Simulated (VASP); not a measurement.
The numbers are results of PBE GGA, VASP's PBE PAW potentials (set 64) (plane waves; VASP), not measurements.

Input for VASP

**KPOINTS**
```
kpoints
0
G
 4 4 5
```

**POSCAR**
```
Os
1
    4.2963610000     0.0000000000     0.0000000000
   -2.1481800000     3.7207580000     0.0000000000
    0.0000000000     0.0000000000     2.6131160000
Os
3
Direct
  0.0000000000   0.0000000000   0.0000000000
  0.3333330000   0.6666670000   0.5000000000
  0.6666670000   0.3333330000   0.5000000000
```

**INCAR**
```
! general
SYSTEM  = Os
PREC    = Accurate
ENCUT   = 300   ! plane-wave cut-off (eV)
LREAL   = .FALSE.   ! projection in real space or not
LASPH   = .TRUE.

! electronic loop
EDIFF   = 1E-6
NELM    = 100
ALGO    = Normal
LMAXMIX = 6   ! l cut-off of mixed one-centre charges

! smearing
ISMEAR  = -1   ! Fermi-Dirac
SIGMA   = 0.1   ! width (eV)

! functional
GGA     = PE   ! PBE

! ions
ISIF    = 2   ! forces and stress, cell fixed

! output
LWAVE   = .FALSE.
LCHARG  = .FALSE.
```

POTCAR, in this order: Os (PBE.64 set). Program: vasp_std.

The resulting files:

### OSZICAR
```
       N       E                     dE             d eps       ncg     rms          rms(c)
DAV:   1     0.920770076292E+02    0.92077E+02   -0.86136E+03   432   0.896E+02
DAV:   2    -0.284635757028E+02   -0.12054E+03   -0.11760E+03   480   0.351E+02
DAV:   3    -0.343613964190E+02   -0.58978E+01   -0.57830E+01   488   0.597E+01
DAV:   4    -0.345111948422E+02   -0.14980E+00   -0.14869E+00   472   0.939E+00
DAV:   5    -0.345148548785E+02   -0.36600E-02   -0.36380E-02   488   0.965E-01    0.320E+01
DAV:   6    -0.330669618433E+02    0.14479E+01   -0.21765E+00   480   0.105E+01    0.159E+01
DAV:   7    -0.328421050568E+02    0.22486E+00   -0.38263E+00   592   0.147E+01    0.459E+00
DAV:   8    -0.325644742796E+02    0.27763E+00   -0.17753E+00   560   0.986E+00    0.471E-01
DAV:   9    -0.325634468161E+02    0.10275E-02   -0.66684E-02   392   0.183E+00    0.297E-01
DAV:  10    -0.325630165992E+02    0.43022E-03   -0.18126E-03   568   0.313E-01    0.164E-01
DAV:  11    -0.325629786789E+02    0.37920E-04   -0.18931E-04   424   0.126E-01    0.236E-02
DAV:  12    -0.325629792117E+02   -0.53281E-06   -0.13924E-05   528   0.350E-02    0.134E-02
DAV:  13    -0.325629733311E+02    0.58806E-05   -0.70229E-07   208   0.880E-03    0.239E-03
DAV:  14    -0.325629728875E+02    0.44363E-06   -0.50584E-07   216   0.541E-03
   1 F= -.32562973E+02 E0= -.32523326E+02  d E =-.792942E-01
```

OUTCAR:
```
------------------------ aborting loop because EDIFF is reached ----------------------------------------
  FORCE on cell =-STRESS in cart. coord.  units (eV):
  Direction    XX          YY          ZZ          XY          YZ          ZX
  --------------------------------------------------------------------------------------
  Total        4.1091559      4.1091564      7.5825726      0.0000006     -0.0000000      0.0000000
  in kB      157.6058454    157.6058649    290.8280411      0.0000212     -0.0000000      0.0000000
  external PRESSURE =     202.0132505 kB  Pullay stress =       0.0000000 kB
  volume of cell :       41.77
      direct lattice vectors                 reciprocal lattice vectors
     4.296361000  0.000000000  0.000000000     0.232755115  0.134381189  0.000000000
    -2.148180000  3.720758000  0.000000000     0.000000000  0.268762440  0.000000000
     0.000000000  0.000000000  2.613116000     0.000000000  0.000000000  0.382684887
 POSITION                                       TOTAL-FORCE (eV/Angst)
 -----------------------------------------------------------------------------------
      0.00000      0.00000      0.00000        -0.000000      0.000000      0.000000
     -0.00000      2.48051      1.30656         0.000000      0.000000      0.000000
      2.14818      1.24025      1.30656        -0.000000     -0.000000      0.000000
 -----------------------------------------------------------------------------------
    total drift:                                0.000000     -0.000000      0.000000
  FREE ENERGIE OF THE ION-ELECTRON SYSTEM (eV)
  ---------------------------------------------------
  free  energy   TOTEN  =       -32.5629728875 eV

  energy  without entropy=      -32.4836786997  energy(sigma->0) =      -32.52332579
```
(Selected blocks of OUTCAR.)

At this cut-off the stress carries a Pulay error, which pulls relaxed volumes low.

The structure was generated: Os was put into an ordered model structure, which need not be its known phase. The cell was not relaxed at this level. The k-mesh is coarse (spacing up to 0.48 per Å, 2π included), so the numbers may not be converged in it. The run is one of a series of settings (KPOINTS 4×4×5 Γ-centred mesh against the base run), some of them coarse on purpose.
